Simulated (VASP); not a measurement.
Data:

```yaml
crystal:
  lattice:
    - [11.66796, 0.00000, 0.00000]
    - [0.00000, 4.12749, 0.00000]
    - [0.00000, 0.00000, 4.70232]
  atoms:
    - { symbol: Sn, position: [0.61879, 0.75000, 0.37655] }
    - { symbol: Sn, position: [0.38121, 0.25000, 0.62345] }
    - { symbol: Sn, position: [0.88121, 0.25000, 0.87655] }
    - { symbol: Sn, position: [0.11879, 0.75000, 0.12345] }
    - { symbol: Se, position: [0.14855, 0.25000, 0.50918] }
    - { symbol: Se, position: [0.85145, 0.75000, 0.49082] }
    - { symbol: Se, position: [0.35145, 0.75000, 0.00918] }
    - { symbol: Se, position: [0.64855, 0.25000, 0.99082] }
```

Level of theory: PBE GGA, VASP's PBE PAW potentials (set 64) (plane waves; VASP). Settings: 300 eV cut-off, 2×5×5 Γ-centred mesh, Gaussian smearing of 0.050 eV, potentials Sn_d Se.

At this cut-off the stress carries a Pulay error, which pulls relaxed volumes low.

**Question.** Give the force on each atom (eV/Å).

**Answer.** 
```tsv
atom	Fx	Fy	Fz
Sn1	-0.134	0.000	0.150
Sn2	0.134	0.000	-0.150
Sn3	0.134	0.000	0.150
Sn4	-0.134	0.000	-0.150
Se5	-0.114	0.000	0.162
Se6	0.114	0.000	-0.162
Se7	0.114	0.000	0.162
Se8	-0.114	0.000	-0.162
```

**Question.** Give the stress tensor in GPa (positive for a compressed cell).

**Answer.** 
```
0.89  0.00  0.00
0.00  1.12  0.00
0.00  0.00  0.61
```
The pressure is its mean diagonal, 0.87 GPa.

The structure comes from a computed database's SnSe entry; how it stands against other phases isn't given here. The cell was not relaxed at this level.
